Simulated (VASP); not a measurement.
# GW on LiH: a test of the settings

How far does the GW correction to the gap of LiH depend on the settings? The starting structure is a measured crystal structure from the Crystallography Open Database. Cell and atoms stay as given.

Main program and level: VASP 6.6.1; GW on LDA orbitals, with plane waves and PAW data sets made for GW.

### Step 1. The starting structure

It takes space group Fm-3m (No. 225, cubic). The conventional cell has a = 4.085 Å, b = 4.085 Å, c = 4.085 Å, α = 90.00°, β = 90.00°, γ = 90.00°. Nearest to Li lie 6 H at 2.04 Å. Nearest to H lie 6 Li at 2.04 Å. Farther neighbours are not listed.

As a file:

```
Li H
1.0
     0.00000    2.04250    2.04250
     2.04250    0.00000    2.04250
     2.04250    2.04250    0.00000
Li H
1 1
Direct
  0.00000 0.00000 0.00000
  0.50000 0.50000 0.50000
```

### Step 2. G0W0 (response cutoff 100 eV, 4×4×4 mesh)

It reads the orbitals and their derivatives (WAVECAR and WAVEDER) of a run with the empty bands, which follows a ground-state run; neither is shown.

File INCAR:

```
SYSTEM = LiH
PREC = Accurate
ENCUT = 320
ISMEAR = 0
SIGMA = 0.01
LREAL = .FALSE.
GGA = CA
NBANDS = 40
ALGO = EVGW0
NELMGW = 1
ENCUTGW = 100
NOMEGA = 40
PRECFOCK = Fast
NBANDSGW = 12
LWAVE = .FALSE.
LCHARG = .FALSE.
```

File POSCAR:

```
LiH
1.0
    0.0000000000      2.0425000000      2.0425000000
    2.0425000000      0.0000000000      2.0425000000
    2.0425000000      2.0425000000      0.0000000000
Li H
1 1
Direct
    0.0000000000      0.0000000000      0.0000000000
    0.5000000000      0.5000000000      0.5000000000
```

File KPOINTS:

```
Automatic mesh
0
Gamma
4 4 4
0 0 0
```

PAW data sets: Li_GW and H_GW (LDA family, release 64).

Command:

```console
mpirun -np 4 vasp_std
```

Output:

```text
[banner, memory and clock lines left out]
running    4 mpi-ranks, on    1 nodes
 distrk:  each k-point on    4 cores,    1 groups
 distr:  one band on    1 cores,    4 groups

 POSCAR found type information on POSCAR LiH
 POSCAR found :  2 types and       2 ions
|                                                                             |
|           W    W    AA    RRRRR   N    N  II  N    N   GGGG   !!!           |
|           W    W   A  A   R    R  NN   N  II  NN   N  G    G  !!!           |
|           W    W  A    A  R    R  N N  N  II  N N  N  G       !!!           |
|           W WW W  AAAAAA  RRRRR   N  N N  II  N  N N  G  GGG   !            |
|           WW  WW  A    A  R   R   N   NN  II  N   NN  G    G                |
|           W    W  A    A  R    R  N    N  II  N    N   GGGG   !!!           |
|                                                                             |
|     The default for ENCUTGWSOFT is different in this version of VASP.       |
|     please manually set ENCUTGWSOFT =100 in the INCAR file.                 |
|                                                                             |

 LDA part: xc-table for (Slater(with rela. corr.)+CA(PZ))
 , standard interpolation
 found WAVECAR, reading the header
 POSCAR, INCAR and KPOINTS ok, starting setup
 FFT: planning ... GRIDC
 FFT: planning ... GRID_SOFT
 FFT: planning ... GRID
 reading WAVECAR
 the WAVECAR file was read successfully
 initial charge from wavefunction
 available memory per node:    252.94 GB, setting MAXMEM to    259009

 The Fermi energy was updated, please check that it is located mid-gap
 values below the HOMO (VB) or above the LUMO (CB) will cause erroneous energies
 E-fermi :   0.4293

 calculate exact exchange contribution
 the WAVEDER file was read successfully
energies w=
    0.000    0.000    0.696    0.000    1.388    0.000    2.072    0.000
    2.745    0.000    3.405    0.000    4.051    0.000    4.683    0.000
    5.301    0.000    5.906    0.000    6.500    0.000    7.086    0.000
    7.666    0.000    8.244    0.000    8.822    0.000    9.404    0.000
    9.995    0.000   10.598    0.000   11.218    0.000   11.861    0.000
   12.533    0.000   13.242    0.000   13.997    0.000   14.808    0.000
   15.689    0.000   16.657    0.000   17.733    0.000   18.945    0.000
   20.330    0.000   21.937    0.000   23.837    0.000   26.128    0.000
   28.958    0.000   32.553    0.000   37.284    0.000   43.793    0.000
   53.309    0.000   68.505    0.000   96.503    0.000  164.734    0.000
 responsefunction array rank=      52
 LDA part: xc-table for (Slater(with rela. corr.)+CA(PZ))
 , standard interpolation

 min. memory requirement per mpi rank     42.3 MB, per node    169.0 MB

 allocating  10 responsefunctions rank=    52
 shmem allocating  40 responsefunctions rank=    52
 response function shared by NCSHMEM nodes    1
 Doing           10  frequencies on each core in blocks of           40
NQ=   1    0.0000    0.0000    0.0000,
|.........|.........|.........|.........|.........|.........|.........|.........
 performed         12000 updates of chi_q(r,r)
 total number of BLAS operations          0.26 Gflops
NQ=   2    0.2500    0.0000    0.0000,
|.........|.........|.........|.........|.........|.........|.........|.........
 performed         59000 updates of chi_q(r,r)
 total number of BLAS operations          0.87 Gflops
NQ=   3    0.5000    0.0000    0.0000,
|.........|.........|.........|.........|.........|.........|.........|.........
 performed         88000 updates of chi_q(r,r)
 total number of BLAS operations          1.25 Gflops
NQ=   4    0.2500    0.2500    0.0000,
|.........|.........|.........|.........|.........|.........|.........|.........
 performed        128000 updates of chi_q(r,r)
 total number of BLAS operations          1.85 Gflops
NQ=   5    0.5000    0.2500    0.0000,
|.........|.........|.........|.........|.........|.........|.........|.........
 performed        190000 updates of chi_q(r,r)
 total number of BLAS operations          2.54 Gflops
NQ=   6   -0.2500    0.2500    0.0000,
|.........|.........|.........|.........|.........|.........|.........|.........
 performed        242000 updates of chi_q(r,r)
 total number of BLAS operations          3.15 Gflops
NQ=   7    0.5000    0.5000    0.0000,
|.........|.........|.........|.........|.........|.........|.........|.........
 performed        268000 updates of chi_q(r,r)
 total number of BLAS operations          3.48 Gflops
NQ=   8   -0.2500    0.5000    0.2500,
|.........|.........|.........|.........|.........|.........|.........|.........
 performed        309000 updates of chi_q(r,r)
 total number of BLAS operations          3.82 Gflops
 resolving degeneracies of screened two electron integrals

 calculate QP shifts <psi_nk| G(iteration)W_0 |psi_nk>: iteration 1
 entering main loop
```

It took 1.6 s on 4 MPI ranks of Intel Xeon 6975P-C (Granite Rapids), shared host; peak memory 0.36 GiB; 4 s of CPU time.

Lines that name or quote the potential files are left out of all logs, and their timing lines are given in words.

From OUTCAR (step 2):

```text
ion  position               nearest neighbor table
   1  0.000  0.000  0.000-   2 2.04   2 2.04   2 2.04   2 2.04   2 2.04   2 2.04
   2  0.500  0.500  0.500-   1 2.04   1 2.04   1 2.04   1 2.04   1 2.04   1 2.04

  LATTYP: Found a face centered cubic cell.
 ALAT       =     4.0850000000

 Subroutine GETGRP returns: Found 48 space group operations
 (whereof 48 operations were pure point group operations)

The static configuration has the point symmetry O_h .

 Found      8 irreducible k-points:

   k-points           NKPTS =      8   k-points in BZ     NKDIM =     64   number of bands    NBANDS=     40

   dimension x,y,z NGX =    18 NGY =   18 NGZ =   18
   dimension x,y,z NGXF=    36 NGYF=   36 NGZF=   36

   ENCUT  =  320.0 eV  23.52 Ry    4.85 a.u.   4.21  4.21  4.21*2*pi/ulx,y,z

   NELECT =       2.0000    total number of electrons

  energy-cutoff  :      320.00
  volume of cell :       17.04
      direct lattice vectors                 reciprocal lattice vectors
     0.000000000  2.042500000  2.042500000    -0.244798042  0.244798042  0.244798042
     2.042500000  0.000000000  2.042500000     0.244798042 -0.244798042  0.244798042
     2.042500000  2.042500000  0.000000000     0.244798042  0.244798042 -0.244798042

 k-points in reciprocal lattice and weights: Automatic mesh
   0.00000000  0.00000000  0.00000000       0.016
   0.25000000  0.00000000  0.00000000       0.125
   0.50000000  0.00000000  0.00000000       0.062
   0.25000000  0.25000000  0.00000000       0.094
   0.50000000  0.25000000  0.00000000       0.375
  -0.25000000  0.25000000  0.00000000       0.188
   0.50000000  0.50000000  0.00000000       0.047
  -0.25000000  0.50000000  0.25000000       0.094

 E-fermi :   0.4293

 QP shifts <psi_nk| G(iteration)W_0 |psi_nk>: iteration 1
 for sc-GW calculations column KS-energies equals QP-energies in previous step
 and V_xc(KS)=  KS-energies - (<T + V_ion + V_H > + <T+V_H+V_ion>^1  + <V_x>^1)
 k-point   1 :       0.0000    0.0000    0.0000
  band No.  KS-energies  QP-energies   sigma(KS)   V_xc(KS)     V^pw_x(r,r')   Z            occupation Imag(sigma)
      1      -6.2743      -7.4566     -10.9774      -9.1591     -14.8050       0.6502       2.0000       0.3117
      2      14.5762      15.0990     -10.0934     -10.8538      -4.0221       0.6876       0.0000      -1.0130
      3      15.9486      16.9723      -6.6304      -8.1000      -1.3391       0.6966       0.0000      -0.5468
      4      15.9486      16.9723      -6.6304      -8.1000      -1.3391       0.6966       0.0000      -0.5468
      5      15.9486      16.9723      -6.6304      -8.1000      -1.3391       0.6966       0.0000      -0.5468
    ...

 k-point   2 :       0.2500    0.0000    0.0000
  band No.  KS-energies  QP-energies   sigma(KS)   V_xc(KS)     V^pw_x(r,r')   Z            occupation Imag(sigma)
      1      -5.2210      -6.3910     -11.0310      -9.3032     -14.3278       0.6771       2.0000       0.2453
      2       8.2430       8.8679      -7.4394      -8.3158      -2.7990       0.7130       0.0000      -0.2300
      3      13.5258      14.0651      -8.8738      -9.6654      -3.1210       0.6813       0.0000      -0.7907
      4      14.7683      15.6562      -6.6335      -7.8866      -1.2900       0.7085       0.0000      -0.6292
      5      14.7683      15.6562      -6.6335      -7.8866      -1.2900       0.7085       0.0000      -0.6292
    ...

 k-point   3 :       0.5000    0.0000    0.0000
  band No.  KS-energies  QP-energies   sigma(KS)   V_xc(KS)     V^pw_x(r,r')   Z            occupation Imag(sigma)
      1      -3.4912      -4.5868     -11.3473      -9.7847     -13.9561       0.7011       2.0000       0.1598
      2       3.5678       4.1066      -6.9164      -7.6401      -3.0709       0.7444       0.0000      -0.1247
      3      12.1785      12.7184      -8.8414      -9.6312      -3.2928       0.6837       0.0000      -0.6316
      4      14.5797      15.5199      -6.3417      -7.6274      -0.9474       0.7312       0.0000      -0.6997
      5      14.5797      15.5199      -6.3417      -7.6274      -0.9474       0.7312       0.0000      -0.6997
    ...

 k-point   4 :       0.2500    0.2500    0.0000
  band No.  KS-energies  QP-energies   sigma(KS)   V_xc(KS)     V^pw_x(r,r')   Z            occupation Imag(sigma)
      1      -4.7678      -5.8992     -11.0161      -9.3377     -14.0847       0.6741       2.0000       0.2154
      2       9.0714       9.6607      -8.8238      -9.6544      -4.0331       0.7096       0.0000      -0.3363
      3      11.3422      12.2273      -6.7203      -7.9624      -1.7744       0.7126       0.0000      -0.3574
      4      11.3422      12.2273      -6.7203      -7.9624      -1.7744       0.7126       0.0000      -0.3574
      5      14.6443      14.9501      -6.9096      -7.2828      -1.2700       0.8195       0.0000      -1.2986
    ...

[... 4 further parts left out ...]
```

G0W0 (response cutoff 100 eV, 4×4×4 mesh): the quasiparticle gap on this mesh is 4.462 eV, +1.849 eV from the LDA gap on the same points, with 40 bands.

### Step 3. G0W0 (response cutoff 160 eV, 4×4×4 mesh)

It reads the orbitals and their derivatives (WAVECAR and WAVEDER) of a run with the empty bands, which follows a ground-state run; neither is shown.

INCAR: that of step 2 with these lines changed.

```diff
@@ -7,6 +7,6 @@
 GGA = CA
-NBANDS = 40
+NBANDS = 80
 ALGO = EVGW0
 NELMGW = 1
-ENCUTGW = 100
+ENCUTGW = 160
 NOMEGA = 40
```

POSCAR is that of step 2.

KPOINTS is that of step 2.

Command:

```console
mpirun -np 4 vasp_std
```

Output:

```text
[banner, memory and clock lines left out]
running    4 mpi-ranks, on    1 nodes
[...]
|                                                                             |
|           W    W    AA    RRRRR   N    N  II  N    N   GGGG   !!!           |
|           W    W   A  A   R    R  NN   N  II  NN   N  G    G  !!!           |
|           W    W  A    A  R    R  N N  N  II  N N  N  G       !!!           |
|           W WW W  AAAAAA  RRRRR   N  N N  II  N  N N  G  GGG   !            |
|           WW  WW  A    A  R   R   N   NN  II  N   NN  G    G                |
|           W    W  A    A  R    R  N    N  II  N    N   GGGG   !!!           |
|                                                                             |
|     The default for ENCUTGWSOFT is different in this version of VASP.       |
|     please manually set ENCUTGWSOFT =160 in the INCAR file.                 |
|                                                                             |

 LDA part: xc-table for (Slater(with rela. corr.)+CA(PZ))
[...]
total number of BLAS operations          7.78 Gflops
NQ=   4    0.2500    0.2500    0.0000,
|.........|.........|.........|.........|.........|.........|.........|.........
 performed        260000 updates of chi_q(r,r)
 total number of BLAS operations         11.53 Gflops
NQ=   5    0.5000    0.2500    0.0000,
|.........|.........|.........|.........|.........|.........|.........|.........
 performed        385000 updates of chi_q(r,r)
 total number of BLAS operations         17.94 Gflops
NQ=   6   -0.2500    0.2500    0.0000,
|.........|.........|.........|.........|.........|.........|.........|.........
 performed        491000 updates of chi_q(r,r)
 total number of BLAS operations         23.24 Gflops
NQ=   7    0.5000    0.5000    0.0000,
|.........|.........|.........|.........|.........|.........|.........|.........
 performed        543000 updates of chi_q(r,r)
 total number of BLAS operations         25.92 Gflops
NQ=   8   -0.2500    0.5000    0.2500,
|.........|.........|.........|.........|.........|.........|.........|.........
 performed        626000 updates of chi_q(r,r)
 total number of BLAS operations         30.61 Gflops
 resolving degeneracies of screened two electron integrals

 calculate QP shifts <psi_nk| G(iteration)W_0 |psi_nk>: iteration 1
 entering main loop
[key lines of the parts left out:]
E-fermi :   0.4293
```

Run time: 2.4 s. Hardware: 4 MPI ranks; peak memory 0.43 GiB; 6.7 s of CPU time.

OUTCAR, selected parts (step 3):

```text
 QP shifts <psi_nk| G(iteration)W_0 |psi_nk>: iteration 1
 for sc-GW calculations column KS-energies equals QP-energies in previous step
 and V_xc(KS)=  KS-energies - (<T + V_ion + V_H > + <T+V_H+V_ion>^1  + <V_x>^1)
 k-point   1 :       0.0000    0.0000    0.0000
  band No.  KS-energies  QP-energies   sigma(KS)   V_xc(KS)     V^pw_x(r,r')   Z            occupation Imag(sigma)
      1      -6.2743      -7.5191     -11.0831      -9.1591     -14.8050       0.6470       2.0000       0.2972
      2      14.5762      14.8828     -10.3967     -10.8538      -4.0221       0.6707       0.0000      -1.0439
      3      15.9486      16.9315      -6.6764      -8.1000      -1.3391       0.6904       0.0000      -0.5361
      4      15.9486      16.9315      -6.6764      -8.1000      -1.3391       0.6904       0.0000      -0.5361
      5      15.9486      16.9315      -6.6764      -8.1000      -1.3391       0.6904       0.0000      -0.5361
    ...

[... 1 part as in an earlier step ...]

[... 2 further parts left out ...]
[key lines of the parts left out:]
E-fermi :   0.4293
```

G0W0 (response cutoff 160 eV, 4×4×4 mesh): the quasiparticle gap on this mesh is 4.578 eV, +1.965 eV from the LDA gap on the same points, with 80 bands.

### Step 4. G0W0 (response cutoff 240 eV, 4×4×4 mesh)

It reads the orbitals and their derivatives (WAVECAR and WAVEDER) of a run with the empty bands, which follows a ground-state run; neither is shown.

INCAR: that of step 3 with these lines changed.

```diff
@@ -7,6 +7,6 @@
 GGA = CA
-NBANDS = 80
+NBANDS = 144
 ALGO = EVGW0
 NELMGW = 1
-ENCUTGW = 160
+ENCUTGW = 240
 NOMEGA = 40
```

POSCAR is that of step 3.

KPOINTS is that of step 3.

Command:

```console
mpirun -np 4 vasp_std
```

Output:

```text
[banner, memory and clock lines left out]
running    4 mpi-ranks, on    1 nodes
[...]
|                                                                             |
|           W    W    AA    RRRRR   N    N  II  N    N   GGGG   !!!           |
|           W    W   A  A   R    R  NN   N  II  NN   N  G    G  !!!           |
|           W    W  A    A  R    R  N N  N  II  N N  N  G       !!!           |
|           W WW W  AAAAAA  RRRRR   N  N N  II  N  N N  G  GGG   !            |
|           WW  WW  A    A  R   R   N   NN  II  N   NN  G    G                |
|           W    W  A    A  R    R  N    N  II  N    N   GGGG   !!!           |
|                                                                             |
|     The default for ENCUTGWSOFT is different in this version of VASP.       |
|     please manually set ENCUTGWSOFT =240 in the INCAR file.                 |
|                                                                             |

 LDA part: xc-table for (Slater(with rela. corr.)+CA(PZ))
[...]
total number of BLAS operations         54.04 Gflops
NQ=   4    0.2500    0.2500    0.0000,
|.........|.........|.........|.........|.........|.........|.........|.........
 performed        469000 updates of chi_q(r,r)
 total number of BLAS operations         80.01 Gflops
NQ=   5    0.5000    0.2500    0.0000,
|.........|.........|.........|.........|.........|.........|.........|.........
 performed        694000 updates of chi_q(r,r)
 total number of BLAS operations        116.92 Gflops
NQ=   6   -0.2500    0.2500    0.0000,
|.........|.........|.........|.........|.........|.........|.........|.........
 performed        885000 updates of chi_q(r,r)
 total number of BLAS operations        148.63 Gflops
NQ=   7    0.5000    0.5000    0.0000,
|.........|.........|.........|.........|.........|.........|.........|.........
 performed        979000 updates of chi_q(r,r)
 total number of BLAS operations        165.61 Gflops
NQ=   8   -0.2500    0.5000    0.2500,
|.........|.........|.........|.........|.........|.........|.........|.........
 performed       1128000 updates of chi_q(r,r)
 total number of BLAS operations        190.43 Gflops
 resolving degeneracies of screened two electron integrals

 calculate QP shifts <psi_nk| G(iteration)W_0 |psi_nk>: iteration 1
 entering main loop
[key lines of the parts left out:]
E-fermi :   0.4293
```

Elapsed: 4.2 s, on 4 MPI ranks; peak memory 0.51 GiB; 13 s of CPU time.

From OUTCAR (step 4):

```text
 QP shifts <psi_nk| G(iteration)W_0 |psi_nk>: iteration 1
 for sc-GW calculations column KS-energies equals QP-energies in previous step
 and V_xc(KS)=  KS-energies - (<T + V_ion + V_H > + <T+V_H+V_ion>^1  + <V_x>^1)
 k-point   1 :       0.0000    0.0000    0.0000
  band No.  KS-energies  QP-energies   sigma(KS)   V_xc(KS)     V^pw_x(r,r')   Z            occupation Imag(sigma)
      1      -6.2743      -7.5741     -11.1442      -9.1591     -14.8050       0.6547       2.0000       0.2290
      2      14.5762      14.8085     -10.5120     -10.8538      -4.0221       0.6796       0.0000      -1.0569
      3      15.9486      16.9185      -6.7201      -8.1000      -1.3391       0.7029       0.0000      -0.5613
      4      15.9486      16.9185      -6.7201      -8.1000      -1.3391       0.7029       0.0000      -0.5613
      5      15.9486      16.9185      -6.7201      -8.1000      -1.3391       0.7029       0.0000      -0.5613
    ...

[... 1 part as in an earlier step ...]

[... 2 further parts left out ...]
[key lines of the parts left out:]
E-fermi :   0.4293
```

G0W0 (response cutoff 240 eV, 4×4×4 mesh): the quasiparticle gap on this mesh is 4.672 eV, +2.059 eV from the LDA gap on the same points, with 144 bands.

[end of part 1 of 2]

[Lines on the potential files, build, host, timing and source positions are cut from VASP's logs without a mark.]

[Logs are printed without paths, hosts, clocks, repeated set-up lines and the standing remarks that a program may print on its own settings, such as how far it seeks lower states.]

[Hosts, paths, dates, database ids (printed as entryN), source tags and the programs' standing remarks are cut or masked in the printed files.]
